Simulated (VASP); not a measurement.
Given:

```
CELL_PARAMETERS angstrom
      1.23367    -2.13678     0.00000
      1.23367     2.13678     0.00000
      0.00000     0.00000     7.92714
ATOMIC_POSITIONS crystal
  C  0.00000 0.00000 0.25000
  C  0.00000 0.00000 0.75000
  C  0.33333 0.66667 0.25000
  C  0.66667 0.33333 0.75000
```

Computed with PBE GGA, VASP's PBE PAW potentials (set 64) (plane waves; VASP). Run with 600 eV cut-off, 10×10×4 Γ-centred mesh, Gaussian smearing of 0.050 eV, potentials C.

Energy and stress use the plane-wave basis of the starting cell. Without a dispersion term in the relaxation, distances and binding between the weakly bound layers, chains or molecules are unreliable, and so is what depends on them.

Task: The ions, cell shape and volume at an external pressure of 1.0 GPa are relaxed. Which structure does the run end with?

Result: 
```
CELL_PARAMETERS angstrom
      1.23185    -2.13362     0.00000
      1.23185     2.13362     0.00000
      0.00000     0.00000     7.28018
ATOMIC_POSITIONS crystal
  C  0.00000 0.00000 0.25000
  C  0.00000 0.00000 0.75000
  C  0.33333 0.66667 0.25000
  C  0.66667 0.33333 0.75000
```
Space group P6_3/mmc (194), at a tolerance of 0.03 Å.

Task: How do energy and volume change from the first to the last step?

Result: The energy (σ→0) changes by +2.4 meV/atom and the volume by -8.4 %, in 10 ionic steps.

```tsv
step	E(σ→0) (eV)	max force (eV/Å)	pressure (GPa)	volume (Å³)
1	-36.9214	0.000	-0.17	41.79
2	-36.9174	0.000	2.73	41.33
3	-36.9210	0.000	0.91	41.62
4	-36.9209	0.000	0.91	41.49
5	-36.9206	0.000	0.92	41.10
6	-36.9195	0.000	0.98	40.32
7	-36.9145	0.000	1.05	38.77
8	-36.8815	0.000	1.61	35.66
9	-36.9127	0.000	1.09	38.43
10	-36.9117	0.000	1.11	38.27
```

The compound is C in the graphite structure. This run relaxes it under an external pressure of 1 GPa. Symmetry was kept, so distortions that lower it aren't found.
